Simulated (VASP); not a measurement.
# GaB (P4/mmm) in VASP: a series of runs

Aim: see how the results for GaB move with the level of theory and the settings. Levels: HSE(alpha, omega). Tasks: single point.

Everything below comes from runs of VASP 6.6.1. Logs are shortened: lines on timing, memory, paths and dates and some standing lists are left out, and cuts for length are marked.

**1. Starting point**

Symmetry: P4/mmm, No. 123, tetragonal system. The conventional cell has a = 2.718 Å, b = 2.718 Å, c = 3.236 Å, α = 90.00°, β = 90.00°, γ = 90.00°. Ga (site symmetry 4/mmm) is surrounded by 8 B at 2.51 Å and 4 Ga at 2.72 Å. B (site symmetry 4/mmm) is surrounded by 8 Ga at 2.51 Å and 4 B at 2.72 Å.

The cell was built by a generator and needn't be a form met in nature.

**2. Single point, HSE(alpha, omega)**

POSCAR

```
GaB
1.0
    2.7182400000      0.0000000000      0.0000000000
    0.0000000000      2.7182400000      0.0000000000
    0.0000000000      0.0000000000      3.2362100000
Ga B
1 1
Direct
    0.5000000000      0.5000000000      0.5000000000
    0.0000000000      0.0000000000      0.0000000000
```

INCAR.step1

```
ALGO     = Normal         # electronic algorithm
EDIFF    = 1E-5           # SCF threshold, eV
ENCUT    = 520            # plane-wave cutoff, eV
GGA      = PE             # functional
ISIF     = 2              # what is computed and relaxed
ISMEAR   = -1             # smearing method
LASPH    = T              # aspherical terms in the spheres
LCHARG   = F              # write CHGCAR
LREAL    = F              # projectors in reciprocal space
LWAVE    = T              # write WAVECAR
NBANDS   = 15             # bands
NELM     = 80             # most SCF steps
PREC     = Accurate       # precision mode
SIGMA    = 0.05           # smearing width, eV
```

INCAR.step2

```
AEXX     = 0.2            # exact-exchange fraction
ALGO     = Normal         # electronic algorithm
EDIFF    = 1E-6           # SCF threshold, eV
ENCUT    = 520            # plane-wave cutoff, eV
GGA      = PE             # functional
HFSCREEN = 0.2            # screening, 1/A
ISIF     = 2              # what is computed and relaxed
ISMEAR   = -1             # smearing method
ISTART   = 1            
LASPH    = T              # aspherical terms in the spheres
LCHARG   = F              # write CHGCAR
LHFCALC  = T              # exact exchange
LREAL    = F              # projectors in reciprocal space
LWAVE    = F              # write WAVECAR
NBANDS   = 15             # bands
NELM     = 80             # most SCF steps
PREC     = Accurate       # precision mode
PRECFOCK = Fast         
SIGMA    = 0.05           # smearing width, eV
```

KPOINTS

```
k-points
0
Gamma
  5 5 4
```

Potentials or basis: VASP PAW PBE potentials, release 64 (Ga_d, B).

On the command line:

```
> cat potpaw_PBE.64/Ga_d/POTCAR potpaw_PBE.64/B/POTCAR > POTCAR
> cp INCAR.step1 INCAR
> mpirun -np 1 vasp_std > vasp.out
> cp INCAR.step2 INCAR
> mpirun -np 1 vasp_std > vasp.out
```

OUTCAR:

```text
AEXX = 0.2
   EDIFF = 1E-6
   ENCUT = 520
   GGA = PE
   HFSCREEN = 0.2
   ISIF = 2
   ISMEAR = -1
   ISTART = 1
   LASPH = T
   LHFCALC = T
   LREAL = F
   NELM = 80
   PREC = Accurate
   PRECFOCK = Fast

 ion  position               nearest neighbor table
   1  0.500  0.500  0.500-   2 2.51   2 2.51   2 2.51   2 2.51   2 2.51   2 2.51   2 2.51   2 2.51

   2  0.000  0.000  0.000-   1 2.51   1 2.51   1 2.51   1 2.51   1 2.51   1 2.51   1 2.51   1 2.51

  LATTYP: Found a simple tetragonal cell.
 ALAT       =     2.7182400000
 C/A-ratio  =     1.1905534463

  Lattice vectors:

 A1 = (   2.7182400000,   0.0000000000,   0.0000000000)
 A2 = (   0.0000000000,   2.7182400000,   0.0000000000)
 A3 = (   0.0000000000,   0.0000000000,   3.2362100000)

Analysis of symmetry for initial positions (statically):
=====================================================================
 Subroutine PRICEL returns:
 Original cell was already a primitive cell.

 Routine SETGRP: Setting up the symmetry group for a
 simple tetragonal supercell.

 Subroutine GETGRP returns: Found 16 space group operations
 (whereof 16 operations were pure point group operations)
 out of a pool of 16 trial point group operations.

The static configuration has the point symmetry D_4h.

Analysis of symmetry for dynamics (positions and initial velocities):
=====================================================================
 Subroutine PRICEL returns:
 Original cell was already a primitive cell.

 Routine SETGRP: Setting up the symmetry group for a
 simple tetragonal supercell.

 Subroutine GETGRP returns: Found 16 space group operations
 (whereof 16 operations were pure point group operations)
 out of a pool of 16 trial point group operations.

The dynamic configuration has the point symmetry D_4h.

 Subroutine INISYM returns: Found 16 space group operations
 (whereof 16 operations are pure point group operations),
 and found     1 'primitive' translations

----------------------------------------------------------------------------------------

                                     Primitive cell

  volume of cell :      23.9118

  direct lattice vectors                    reciprocal lattice vectors
     2.718240000  0.000000000  0.000000000     0.367885102  0.000000000  0.000000000
     0.000000000  2.718240000  0.000000000     0.000000000  0.367885102  0.000000000
     0.000000000  0.000000000  3.236210000     0.000000000  0.000000000  0.309003433

  length of vectors
     2.718240000  2.718240000  3.236210000     0.367885102  0.367885102  0.309003433

  position of ions in fractional coordinates (direct lattice)
     0.500000000  0.500000000  0.500000000
     0.000000000  0.000000000  0.000000000

  ion indices of the primitive-cell ions
   primitive index   ion index
                 1           1
                 2           2

----------------------------------------------------------------------------------------

 KPOINTS: k-points

Automatic generation of k-mesh.
 Grid dimensions read from file:
 generate k-points for:    5    5    4

 Generating k-lattice:

  Cartesian coordinates                     Fractional coordinates (reciprocal lattice)
     0.073577020  0.000000000  0.000000000     0.200000000  0.000000000  0.000000000
     0.000000000  0.073577020  0.000000000     0.000000000  0.200000000  0.000000000
     0.000000000  0.000000000  0.077250858     0.000000000  0.000000000  0.250000000

  Length of vectors
     0.073577020  0.073577020  0.077250858

  Shift w.r.t. Gamma in fractional coordinates (k-lattice)
     0.000000000  0.000000000  0.000000000

 Subroutine IBZKPT returns following result:
 ===========================================

 Found     18 irreducible k-points:

 Following reciprocal coordinates:
            Coordinates               Weight
  0.000000  0.000000  0.000000      1.000000
  0.200000  0.000000  0.000000      4.000000
  0.400000  0.000000  0.000000      4.000000
  0.200000  0.200000  0.000000      4.000000
  0.400000  0.200000  0.000000      8.000000
  0.400000  0.400000  0.000000      4.000000
[... 10 lines left out ...]
  0.400000  0.200000  0.500000      8.000000
  0.400000  0.400000  0.500000      4.000000
   k-points           NKPTS =     18   k-points in BZ     NKDIM =    100   number of bands    NBANDS=     15
   number of dos      NEDOS =    301   number of ions     NIONS =      2
   total plane-waves  NPLWV =   9600
   dimension x,y,z NGX =    20 NGY =   20 NGZ =   24
   dimension x,y,z NGXF=    40 NGYF=   40 NGZF=   48
   ions per type =               1   1
   NGX,Y,Z   is equivalent  to a cutoff of  12.23, 12.23, 12.33 a.u.
   NGXF,Y,Z  is equivalent  to a cutoff of  24.46, 24.46, 24.66 a.u.
 SYSTEM =  unknown system
   PREC   = accura    normal or accurate (medium, high low for compatibility)
   ISTART =      1    job   : 0-new  1-cont  2-samecut
   ICHARG =      0    charge: 1-file 2-atom 10-const
   ISPIN  =      1    spin polarized calculation?
   LNONCOLLINEAR =      F non collinear calculations
   LSORBIT =      F    spin-orbit coupling
   LASPH  =      T    aspherical Exc in radial PAW
   ENCUT  =  520.0 eV  38.22 Ry    6.18 a.u.   5.05  5.05  6.02*2*pi/ulx,y,z
   NELM   =     80;   NELMIN=  2; NELMDL=  0     # of ELM steps
   EDIFF  = 0.1E-05   stopping-criterion for ELM
   LREAL  =      F    real-space projection
   EDIFFG = 0.1E-04   stopping-criterion for IOM
   NSW    =      0    number of steps for IOM
   IBRION =     -1    ionic relax: 0-MD 1-quasi-New 2-CG
   NFREE  =      0    steps in history (QN), initial steepest desc. (CG)
   ISIF   =      2    stress and relaxation
   ISYM   =      3    0-nonsym 1-usesym 2-fastsym
   POTIM  = 0.5000    time-step for ionic-motion
   TEBEG  =    0.0;   TEEND  =   0.0 temperature during run
   PSTRESS=    0.0 pullay stress
   NELECT =      16.0000    total number of electrons
   NUPDOWN=      -1.0000    fix difference up-down
   EMIN   =  10.00;   EMAX   =-10.00  energy-range for DOS
   EFERMI =   0.00;   METHOD = LEGACY
   ISMEAR =    -1;   SIGMA  =   0.05  broadening in eV -4-tet -1-fermi 0-gaus
   EFERMI_NEDOS =   21; number of points for ismear=-14 and -15
   IALGO  =     38    algorithm
   IMIX   =      1    mixing-type and parameters
     AMIX     =   0.40;   BMIX     =  1.00
     AMIX_MAG =   1.60;   BMIX_MAG =  1.00
  volume/ion in A,a.u.               =      11.96        80.68
  Fermi-wavevector in a.u.,A,eV,Ry     =   1.431894  2.705886 27.896285  2.050319
  Thomas-Fermi vector in A             =   2.551580
   LORBIT       =      0    0 simple, 1 ext, 2 COOP (PROOUT), +10 PAW based schemes
   GGA     = PE    functional components
   LHFCALC =     T    Hartree Fock is set to
   PRECFOCK=fast      Normal, Fast or Accurate (Low or Medium for compatibility)
   ENCUT4O =  -1.0   cutoff for four orbital integrals eV
   NKREDX  =     1    reduce k-point grid by
   NKREDY  =     1    reduce k-point grid by
   NKREDZ  =     1    reduce k-point grid by
   AEXX    =    0.2000 exact exchange contribution
   HFSCREEN=    0.2000 screening length (either q_TF or 0.3 A-1)
   HFSCREENC=   0.2000 screening length for correlation (either q_TF or 0.3 A-1)
   ENCUTFOCK=  -1.0 apply spherical cutoff to Coloumb kernel
   IVDW    =     0    specifies the selected vdW correction
   LEPSILON=     F    determine dielectric tensor
   LRPA    =     F    only Hartree local field effects (RPA)
 non-spin polarized calculation
  energy-cutoff  :      520.00
  volume of cell :       23.91
 maximum number of plane-waves:       654
  NGX = 12; NGY = 12; NGZ = 14

 number of electron      16.0000024 magnetization

 Free energy of the ion-electron system (eV)
  ---------------------------------------------------
  ext. energy  EPLUGINS =         0.00000000
  ---------------------------------------------------
  free energy    TOTEN  =        -7.89885199 eV

  energy without entropy =       -7.89113928  energy(sigma->0) =       -7.89499563

 E-fermi :   6.9373     XC(G=0): -10.1517

 val. band max:        6.9223853350   @ k =   0.4000   0.4000   0.2500
 cond. band min:       7.4032831918   @ k =   0.2000   0.2000   0.2500
 fundamental gap:      0.4808978568
 Fermi energy:         6.9372718428

 k-point     1 :       0.0000    0.0000    0.0000
  band No.  band energies     occupation
      1     -10.8138      2.00000
      2     -10.6546      2.00000
      3     -10.3628      2.00000
      4     -10.3628      2.00000
      5     -10.3048      2.00000
      6      -7.8582      2.00000
      7       4.9044      2.00000
      8       9.1204      0.00000
      9      10.0044      0.00000
     10      10.0044      0.00000
     11      16.5959      0.00000
     12      16.8471      0.00000
     13      21.2699      0.00000
     14      22.4312      0.00000
     15      22.4312      0.00000

 k-point     2 :       0.2000    0.0000    0.0000
  band No.  band energies     occupation
      1     -10.7426      2.00000
      2     -10.5834      2.00000
      3     -10.4387      2.00000
      4     -10.3599      2.00000
      5     -10.3561      2.00000
      6      -7.0153      2.00000
      7       5.3852      2.00000
      8       5.8415      2.00000
      9       9.8295      0.00000
     10      10.7310      0.00000
     11      17.3490      0.00000
     12      18.2281      0.00000
     13      18.5501      0.00000
     14      21.8103      0.00000
     15      23.6649      0.00000

 k-point     3 :       0.4000    0.0000    0.0000
  band No.  band energies     occupation
      1     -10.6879      2.00000
      2     -10.5573      2.00000
      3     -10.4473      2.00000
      4     -10.4247      2.00000
      5     -10.3452      2.00000
      6      -4.4569      2.00000
      7      -0.1903      2.00000
      8       8.2670      0.00000
      9      11.6490      0.00000
     10      12.3510      0.00000
     11      14.0276      0.00000
     12      14.7244      0.00000
     13      19.4098      0.00000
     14      19.5688      0.00000
     15      22.9464      0.00000
[... 235 lines left out ...]
 k-point    17 :       0.4000    0.2000    0.5000
  band No.  band energies     occupation
      1     -10.6649      2.00000
      2     -10.5399      2.00000
      3     -10.5028      2.00000
      4     -10.4706      2.00000
      5     -10.2831      2.00000
      6       0.0268      2.00000
      7       0.3152      2.00000
      8       3.8863      2.00000
      9       5.1080      2.00000
     10      10.3026      0.00000
     11      13.5034      0.00000
     12      15.8941      0.00000
     13      17.6129      0.00000
     14      25.2081      0.00000
     15      27.1808      0.00000

 k-point    18 :       0.4000    0.4000    0.5000
  band No.  band energies     occupation
      1     -10.6901      2.00000
      2     -10.6213      2.00000
      3     -10.6055      2.00000
      4     -10.2893      2.00000
      5     -10.2306      2.00000
      6       2.2639      2.00000
      7       3.0825      2.00000
      8       5.7657      2.00000
      9       6.1546      2.00000
     10       7.5910      0.00000
     11       7.8751      0.00000
     12      11.0831      0.00000
     13      12.2487      0.00000
     14      25.9861      0.00000
     15      30.3961      0.00000

------------------------ aborting loop because EDIFF is reached ----------------------------------------

  FORCE on cell =-STRESS in cart. coord.  units (eV):
  Direction    XX          YY          ZZ          XY          YZ          ZX
  --------------------------------------------------------------------------------------
  -------------------------------------------------------------------------------------
  Total       -0.3717832     -0.3717832     -0.7821868      0.0000000     -0.0000000      0.0000000
  in kB      -24.9108230    -24.9108230    -52.4093490      0.0000000     -0.0000000      0.0000000
  external PRESSURE =     -34.0769983 kB  Pullay stress =       0.0000000 kB

 VOLUME and BASIS-vectors are now :
 -----------------------------------------------------------------------------
  energy-cutoff  :      520.00
  volume of cell :       23.91
      direct lattice vectors                 reciprocal lattice vectors
     2.718240000  0.000000000  0.000000000     0.367885102  0.000000000  0.000000000
     0.000000000  2.718240000  0.000000000     0.000000000  0.367885102  0.000000000
     0.000000000  0.000000000  3.236210000     0.000000000  0.000000000  0.309003433

 POSITION                                       TOTAL-FORCE (eV/Angst)
 -----------------------------------------------------------------------------------
      1.35912      1.35912      1.61810         0.000000      0.000000      0.000000
      0.00000      0.00000      0.00000         0.000000      0.000000      0.000000
 -----------------------------------------------------------------------------------
    total drift:                               -0.000001     -0.000002      0.000002

  FREE ENERGIE OF THE ION-ELECTRON SYSTEM (eV)
  ---------------------------------------------------
  free  energy   TOTEN  =        -7.8988519867 eV

  energy  without entropy=       -7.8911392792  energy(sigma->0) =       -7.89499563
```

Run time: 3 min. Hardware: 1 thread of AMD EPYC 9R45 (Zen 5), shared host; peak memory 0.21 GiB.

What came out:

| Item | Value |
| --- | --- |
| Free energy | -7.8989 eV |
| Pressure | -3.4 GPa |
| Band gap on the k mesh | none (metal or under the smearing width) |

Caveat: the k mesh is coarse (spacing up to 0.49 Å⁻¹), so the values aren't converged, least of all with exact exchange; the PAW data sets were made with another functional, which shifts forces and pressure a little.

**3. Single point, HSE(alpha, omega)**

POSCAR is that of step 2.

INCAR.step1 is that of step 2.

INCAR.step2, as its differences from that of step 2:

```diff
@@ -1,2 +1,2 @@
-AEXX     = 0.2            # exact-exchange fraction
+AEXX     = 0.25           # exact-exchange fraction
 ALGO     = Normal         # electronic algorithm
```

KPOINTS is that of step 2.

Potentials or basis: VASP PAW PBE potentials, release 64 (Ga_d, B).

On the command line:

```
> cat potpaw_PBE.64/Ga_d/POTCAR potpaw_PBE.64/B/POTCAR > POTCAR
> cp INCAR.step1 INCAR
> mpirun -np 1 vasp_std > vasp.out
> cp INCAR.step2 INCAR
> mpirun -np 1 vasp_std > vasp.out
```

Wall time 3.7 min (1 thread of AMD EPYC 9R45 (Zen 5), shared host); peak memory 0.2 GiB.

Results (log left out):

```yaml
Free_energy: -8.1049 eV
Pressure: -3.8 GPa
Band_gap_on_the_k_mesh: none (metal or under the smearing width)
```

Stress tensor (GPa, compression positive):
```
-2.87  0.00  0.00
 0.00 -2.87  0.00
 0.00  0.00 -5.79
```

Levels at points of the mesh, in eV from the Fermi level:
```
           k point  band 5  band 6  band 7  band 8  band 9  band 10  band 11  band 12
(0.00, 0.00, 0.00)  -17.83  -15.15   -2.12    2.27    3.17     3.17     9.80    10.01
(0.00, 0.00, 0.50)  -17.83  -11.37  -11.30    5.12    5.12     9.18    10.46    10.46
```

Caveat: the k mesh is coarse (spacing up to 0.49 Å⁻¹), so the values aren't converged, least of all with exact exchange; the PAW data sets were made with another functional, which shifts forces and pressure a little.

**4. Single point, HSE(alpha, omega)**

POSCAR is that of step 3.

INCAR.step1 is that of step 3.

INCAR.step2, as its differences from that of step 3:

```diff
@@ -1,2 +1,2 @@
-AEXX     = 0.25           # exact-exchange fraction
+AEXX     = 0.3            # exact-exchange fraction
 ALGO     = Normal         # electronic algorithm
```

KPOINTS is that of step 3.

On the command line:

```
> cat potpaw_PBE.64/Ga_d/POTCAR potpaw_PBE.64/B/POTCAR > POTCAR
> cp INCAR.step1 INCAR
> mpirun -np 1 vasp_std > vasp.out
> cp INCAR.step2 INCAR
> mpirun -np 1 vasp_std > vasp.out
```

Run time: 3.6 min. Hardware: 1 thread of AMD EPYC 9R45 (Zen 5), shared host; peak memory 0.2 GiB.

Results (log left out):

```
Free energy            : -8.3158 eV
Pressure               : -4.2 GPa
Band gap on the k mesh : none (metal or under the smearing width)
```

Stress tensor (GPa, compression positive):
```
-3.22  0.00  0.00
 0.00 -3.22  0.00
 0.00  0.00 -6.30
```

Levels at points of the mesh, in eV from the Fermi level:
| k point | band 6 | band 7 | band 8 | band 9 | band 10 | band 11 |
| --- | --- | --- | --- | --- | --- | --- |
| (0.00, 0.00, 0.00) | -15.50 | -2.20 | 2.35 | 3.26 | 3.26 | 9.94 |
| (0.00, 0.00, 0.50) | -11.68 | -11.55 | 5.28 | 5.28 | 9.43 | 10.64 |

Caveat: the k mesh is coarse (spacing up to 0.49 Å⁻¹), so the values aren't converged, least of all with exact exchange; the PAW data sets were made with another functional, which shifts forces and pressure a little.

**5. Overview**

```csv
share of exact exchange,gap on the mesh (eV),pressure (GPa)
0.2,none,-3.4
0.25,none,-3.8
0.3,none,-4.2
```

Alike in all rows: task single point; level HSE(alpha, omega); potentials or basis VASP PAW PBE potentials, release 64 (Ga_d, B); no spin polarisation; cell as given; k mesh 5 × 5 × 4; cutoff (eV) 520; smearing fermi-dirac 0.05 eV; the mesh is coarse, so values aren't converged.

Caveats: all runs use coarse meshes; the PAW data sets were made with another functional, which shifts forces and pressure a little.

Absolute energies hang on the potentials; compare differences alone.
